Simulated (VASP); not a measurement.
All values below come from r2SCAN meta-GGA, VASP's PBE PAW potentials (set 64) (plane waves; VASP).

Input for VASP

**INCAR**
```
ALGO  =  Normal
DIPOL  =  0.5 0.5 0.5
EDIFF  =  1E-6
ENCUT  =  400
IDIPOL  =  3
ISMEAR  =  1
ISPIN  =  2
LASPH  =  .TRUE.
LCHARG  =  .FALSE.
LDIPOL  =  .TRUE.
LMAXMIX  =  4
LMIXTAU  =  .TRUE.
LORBIT  =  11
LREAL  =  .FALSE.
LVHAR  =  .TRUE.
LWAVE  =  .FALSE.
MAGMOM  =  2.5 2.5 2.5 2.5 2.5 2.5 2.5 2.5
METAGGA  =  R2SCAN
NELM  =  100
NELMIN  =  4
PREC  =  Normal
SIGMA  =  0.1
SYSTEM  =  Fe(211) slab
```

**POSCAR**
```
Fe(211) slab
1
    2.4749811636     0.0000000000     0.0000000000
    0.0000000000     4.0416272433     0.0000000000
    0.0000000000     0.0000000000    24.2702992394
Fe
8
Direct
  0.2443668431   0.7500000000   0.3335980366
  0.6726005752   0.2500000000   0.3776545244
  0.9873712658   0.7500000000   0.4278242468
  0.3293756815   0.2500000000   0.4760140655
  0.6706243185   0.7500000000   0.5239859345
  0.0126287342   0.2500000000   0.5721757532
  0.3273994248   0.7500000000   0.6223454756
  0.7556331569   0.2500000000   0.6664019634
```

### KPOINTS
```
Automatic mesh
0
Gamma
11 7 1
0 0 0
```

POTCAR, in this order: Fe (PBE.64 set). Program: vasp_std. Read from the step before: WAVECAR.

The run wrote:

File OSZICAR:
```
       N       E                     dE             d eps       ncg     rms          rms(c)
DAV:   1    -0.111707505107E+03   -0.11171E+03   -0.37205E-05  6136   0.806E-02    0.245E-02
DAV:   2    -0.111707553929E+03   -0.48821E-04   -0.33266E-04  7024   0.343E-01    0.104E-01
DAV:   3    -0.111707494390E+03    0.59539E-04   -0.19203E-04  6624   0.264E-01    0.138E-02
DAV:   4    -0.111707501275E+03   -0.68850E-05   -0.15935E-05  5712   0.454E-02    0.634E-03
DAV:   5    -0.111707491164E+03    0.10111E-04   -0.96832E-06  4784   0.303E-02    0.233E-03
DAV:   6    -0.111707500002E+03   -0.88386E-05   -0.48012E-06  4328   0.188E-02    0.181E-03
DAV:   7    -0.111707496101E+03    0.39012E-05   -0.16608E-06  3584   0.106E-02    0.145E-03
DAV:   8    -0.111707494525E+03    0.15760E-05   -0.18109E-06  3576   0.106E-02    0.196E-03
DAV:   9    -0.111707498703E+03   -0.41780E-05   -0.10002E-06  3424   0.706E-03    0.154E-03
DAV:  10    -0.111707501314E+03   -0.26115E-05   -0.21973E-06  3656   0.125E-02    0.106E-03
DAV:  11    -0.111707495951E+03    0.53639E-05   -0.15347E-06  3456   0.101E-02    0.117E-03
DAV:  12    -0.111707494380E+03    0.15703E-05   -0.19996E-06  3504   0.121E-02    0.791E-04
DAV:  13    -0.111707495806E+03   -0.14259E-05   -0.14029E-06  3456   0.921E-03    0.102E-03
DAV:  14    -0.111707497337E+03   -0.15304E-05   -0.15192E-06  3456   0.960E-03    0.613E-04
DAV:  15    -0.111707498502E+03   -0.11656E-05   -0.64966E-06  4552   0.218E-02    0.772E-04
DAV:  16    -0.111707494064E+03    0.44386E-05   -0.68950E-06  4552   0.225E-02    0.567E-04
DAV:  17    -0.111707497367E+03   -0.33036E-05   -0.19630E-06  3600   0.983E-03    0.511E-04
DAV:  18    -0.111707496740E+03    0.62746E-06   -0.17761E-06  3584   0.947E-03
   1 F= -.11170750E+03 E0= -.11170713E+03  d E =-.111153E-02  mag=    21.9828
```

File OUTCAR:
```
------------------------ aborting loop because EDIFF is reached ----------------------------------------
  FORCE on cell =-STRESS in cart. coord.  units (eV):
  Direction    XX          YY          ZZ          XY          YZ          ZX
  --------------------------------------------------------------------------------------
  Total       -2.1525085     -5.0387453     -0.3116525      0.0000000      0.0000000      0.0352665
  in kB      -14.2053574    -33.2529134     -2.0567327      0.0000000      0.0000000      0.2327392
  external PRESSURE =     -16.5050012 kB  Pullay stress =       0.0000000 kB
  volume of cell :      242.77
      direct lattice vectors                 reciprocal lattice vectors
     2.474981164  0.000000000  0.000000000     0.404043479  0.000000000  0.000000000
     0.000000000  4.041627243  0.000000000     0.000000000  0.247425094  0.000000000
     0.000000000  0.000000000 24.270299239     0.000000000  0.000000000  0.041202623
 POSITION                                       TOTAL-FORCE (eV/Angst)
 -----------------------------------------------------------------------------------
      0.60480      3.03122      8.09652        -0.011979     -0.000000     -0.006058
      1.66467      1.01041      9.16579         0.002795     -0.000000     -0.007793
      2.44373      3.03122     10.38342         0.008790     -0.000000      0.011827
      0.81520      1.01041     11.55300         0.020319     -0.000000      0.002254
      1.65978      3.03122     12.71730        -0.020319      0.000000     -0.002254
      0.03126      1.01041     13.88688        -0.008790      0.000000     -0.011827
      0.81031      3.03122     15.10451        -0.002795     -0.000000      0.007793
      1.87018      1.01041     16.17378         0.011979     -0.000000      0.006058
 -----------------------------------------------------------------------------------
    total drift:                                0.000000     -0.000000      0.000000
  FREE ENERGIE OF THE ION-ELECTRON SYSTEM (eV)
  ---------------------------------------------------
  free  energy   TOTEN  =      -111.7074967398 eV

  energy  without entropy=     -111.7063852085  energy(sigma->0) =     -111.70712623

 total charge

# of ion       s       p       d       tot
------------------------------------------
    1        0.485   0.361   6.137   6.983
    2        0.470   0.500   6.154   7.124
    3        0.482   0.543   6.208   7.234
    4        0.477   0.546   6.176   7.200
    5        0.477   0.546   6.176   7.200
    6        0.482   0.543   6.208   7.234
    7        0.470   0.500   6.154   7.124
    8        0.485   0.361   6.137   6.983
--------------------------------------------------
tot          3.828   3.899  49.353  57.081

 magnetization (x)

# of ion       s       p       d       tot
------------------------------------------
    1        0.019  -0.032   3.045   3.032
    2       -0.011  -0.105   2.857   2.741
    3       -0.013  -0.108   2.778   2.657
    4       -0.013  -0.114   2.812   2.685
    5       -0.013  -0.114   2.812   2.685
    6       -0.013  -0.108   2.778   2.657
    7       -0.011  -0.105   2.857   2.741
    8        0.019  -0.032   3.045   3.032
--------------------------------------------------
tot         -0.036  -0.716  22.983  22.232
```
(Selected blocks of OUTCAR.)

### OUTCAR
```
 val. band max:       -0.1800897913   @ k =   0.1818   0.1429   0.0000

 cond. band min:      -0.1732189610   @ k =   0.0909   0.4286   0.0000


 Fermi energy:        -0.1753990042

 spin component 1

 k-point     1 :       0.0000    0.0000    0.0000
  band No.  band energies     occupation
      1      -8.3973      1.00000
      2      -7.4676      1.00000
      3      -6.1513      1.00000
      4      -5.4725      1.00000
      5      -5.1182      1.00000
      6      -5.0561      1.00000
      7      -4.7089      1.00000
      8      -4.6052      1.00000
      9      -4.2943      1.00000
     10      -4.2750      1.00000
     11      -4.1939      1.00000
     12      -4.1026      1.00000
     13      -3.9767      1.00000
     14      -3.7476      1.00000
     15      -3.7050      1.00000
     16      -3.6794      1.00000
     17      -3.6011      1.00000
     18      -3.5984      1.00000
     19      -3.5081      1.00000
     20      -3.3972      1.00000
     21      -3.3139      1.00000
     22      -3.2654      1.00000
     23      -3.1646      1.00000
     24      -2.9985      1.00000
     25      -2.9529      1.00000
     26      -2.7119      1.00000
     27      -2.6811      1.00000
     28      -2.6688      1.00000
     29      -2.6347      1.00000
     30      -2.4430      1.00000
     31      -2.1891      1.00000
     32      -2.1796      1.00000
     33      -2.0855      1.00000
     34      -2.0751      1.00000
     35      -2.0115      1.00000
     36      -1.9613      1.00000
     37      -1.9430      1.00000
     38      -1.9307      1.00000
     39      -1.8571      1.00000
     40      -1.8007      1.00000
     41      -1.7352      1.00000
     42      -1.5596      1.00000
     43      -1.2923      1.00000
     44      -1.1359      1.00000
     45       0.0453     -0.00387
     46       1.0294     -0.00000
     47       2.1864      0.00000
     48       2.8088      0.00000

...
```

The cell is a thin slab with vacuum, built from Fe (bcc): (211) face.
